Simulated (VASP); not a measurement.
Here is a VASP 6.6.1 calculation.

File POSCAR:

```
NaSb2Au
1.0
    4.3573000000      0.0000000000      0.0000000000
   -2.1786500000      3.7735400000      0.0000000000
    0.0000000000      0.0000000000      6.8184700000
Na Sb Au
1 2 1
Direct
    0.0000000000      0.0000000000      0.5000000000
    0.6666700000      0.3333300000      0.8163200000
    0.3333300000      0.6666700000      0.1836800000
    0.0000000000      0.0000000000      0.0000000000
```

The input INCAR.step1:

```
PREC     = Accurate       # precision mode
ENCUT    = 520            # plane-wave cutoff, eV
EDIFF    = 1E-6           # SCF threshold, eV
ISMEAR   = -1             # smearing method
SIGMA    = 0.05           # smearing width, eV
LREAL    = False          # projectors in reciprocal space
LASPH    = True           # aspherical terms in the spheres
NELM     = 80             # most SCF steps
ALGO     = Fast           # electronic algorithm
ISIF     = 2              # what is computed and relaxed
LWAVE    = False          # write WAVECAR
LCHARG   = True           # write CHGCAR
LMAXMIX  = 4              # l up to which the mixer works
GGA      = 91             # functional
```

KPOINTS.step1

```
Automatic mesh
0
Gamma
  5 5 3
```

The input INCAR.step2:

```
PREC     = Accurate       # precision mode
ENCUT    = 520            # plane-wave cutoff, eV
EDIFF    = 1E-6           # SCF threshold, eV
ISMEAR   = 0              # smearing method
SIGMA    = 0.05           # smearing width, eV
LREAL    = False          # projectors in reciprocal space
LASPH    = True           # aspherical terms in the spheres
NELM     = 80             # most SCF steps
ALGO     = Fast           # electronic algorithm
ISIF     = 2              # what is computed and relaxed
LWAVE    = False          # write WAVECAR
LCHARG   = False          # write CHGCAR
LMAXMIX  = 4              # l up to which the mixer works
GGA      = 91             # functional
ICHARG   = 11             # starting density
```

File KPOINTS.step2:

```
path GMKGALHA,LM,KH
15
line-mode
reciprocal
 0.0000000000  0.0000000000  0.0000000000  G
 0.5000000000  0.0000000000  0.0000000000  M

 0.5000000000  0.0000000000  0.0000000000  M
 0.3333333333  0.3333333333  0.0000000000  K

 0.3333333333  0.3333333333  0.0000000000  K
 0.0000000000  0.0000000000  0.0000000000  G

 0.0000000000  0.0000000000  0.0000000000  G
 0.0000000000  0.0000000000  0.5000000000  A

 0.0000000000  0.0000000000  0.5000000000  A
 0.5000000000  0.0000000000  0.5000000000  L

 0.5000000000  0.0000000000  0.5000000000  L
 0.3333333333  0.3333333333  0.5000000000  H

 0.3333333333  0.3333333333  0.5000000000  H
 0.0000000000  0.0000000000  0.5000000000  A

 0.5000000000  0.0000000000  0.5000000000  L
 0.5000000000  0.0000000000  0.0000000000  M

 0.3333333333  0.3333333333  0.0000000000  K
 0.3333333333  0.3333333333  0.5000000000  H
```

Potentials or basis: VASP PAW PBE potentials, release 64 (Na_pv, Sb, Au).

Launch:

```console
$ cat potpaw_PBE.64/Na_pv/POTCAR potpaw_PBE.64/Sb/POTCAR potpaw_PBE.64/Au/POTCAR > POTCAR
$ cp INCAR.step1 INCAR
$ cp KPOINTS.step1 KPOINTS
$ mpirun -np 1 vasp_std > vasp.out
$ cp INCAR.step2 INCAR
$ cp KPOINTS.step2 KPOINTS
$ mpirun -np 1 vasp_std > vasp.out
```

**Question.** What does it give for the band gap along the path?

**Answer.** None (metal or under the smearing width).

Levels at the corners of the path, in eV from the Fermi level:
```tsv
point	band 10	band 11	band 12	band 13	band 14	band 15	band 16	band 17	band 18
Γ	-5.08	-3.26	0.02	0.02	0.48	1.24	1.24	2.07	3.40
M	-4.98	-3.75	-3.39	-2.34	-1.76	0.19	1.68	1.70	3.65
M	-4.98	-3.75	-3.39	-2.34	-1.76	0.19	1.68	1.70	3.65
K	-5.03	-5.03	-2.34	-2.34	-1.93	-0.07	-0.07	2.25	5.20
K	-5.03	-5.03	-2.34	-2.34	-1.93	-0.07	-0.07	2.25	5.20
Γ	-5.08	-3.26	0.02	0.02	0.48	1.24	1.24	2.07	3.40
Γ	-5.08	-3.26	0.02	0.02	0.48	1.24	1.24	2.07	3.40
A	-5.08	-2.20	-1.44	-0.05	-0.05	1.40	1.40	2.99	3.04
A	-5.08	-2.20	-1.44	-0.05	-0.05	1.40	1.40	2.99	3.04
L	-4.98	-3.95	-3.83	-2.25	-0.79	0.39	1.27	2.36	3.54
L	-4.98	-3.95	-3.83	-2.25	-0.79	0.39	1.27	2.36	3.55
H	-5.00	-5.00	-2.74	-2.74	-2.40	1.19	1.19	4.07	4.09
H	-5.00	-5.00	-2.74	-2.74	-2.40	1.19	1.19	4.08	4.09
A	-5.08	-2.20	-1.44	-0.05	-0.05	1.40	1.40	2.99	3.04
L	-4.98	-3.95	-3.83	-2.25	-0.79	0.39	1.27	2.36	3.55
M	-4.98	-3.75	-3.39	-2.34	-1.76	0.19	1.68	1.70	3.65
K	-5.03	-5.03	-2.34	-2.34	-1.93	-0.07	-0.07	2.25	5.20
H	-5.00	-5.00	-2.74	-2.74	-2.40	1.19	1.19	4.06	4.09
```

Caveat: the log is that of the step along the path at fixed density, whose energy, stress, charges and moments have no meaning; spin-orbit coupling is left out, which moves the levels of the heavy elements.
